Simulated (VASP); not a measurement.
A cell of Ti (hcp) near equilibrium:

```yaml
crystal:
  lattice:
    - [1.46733, -2.54150, 0.00000]
    - [1.46733, 2.54150, 0.00000]
    - [0.00000, 0.00000, 4.63121]
  atoms:
    - { symbol: Ti, position: [0.33333, 0.66667, 0.25000] }
    - { symbol: Ti, position: [0.66667, 0.33333, 0.75000] }
```

All values below come from r2SCAN meta-GGA, VASP's PBE PAW potentials (set 64) (plane waves; VASP).

```json
[
 {"run": "as it is", "ΔE (meV/atom)": "0.0", "σxx": "0.34", "σyy": "0.34", "σzz": "0.31", "largest shear component, with its sign (GPa)": "0.00", "largest force (eV/Å)": "0.000"},
 {"run": "after one change", "ΔE (meV/atom)": "4.9", "σxx": "1.63", "σyy": "-1.16", "σzz": "0.44", "largest shear component, with its sign (GPa)": "0.00", "largest force (eV/Å)": "0.196"}
]
```
Stress is in GPa, positive when the cell is compressed.

**Question.** What was changed between the two runs?
A. atom 1 (Ti) moved by 0.100 Å along y
B. biaxial strain of +4.0 % in the xy plane
C. biaxial strain of -0.5 % in the yz plane

**Answer.** A, atom 1 (Ti) moved by 0.100 Å along y

The compound is Ti in the hcp structure.
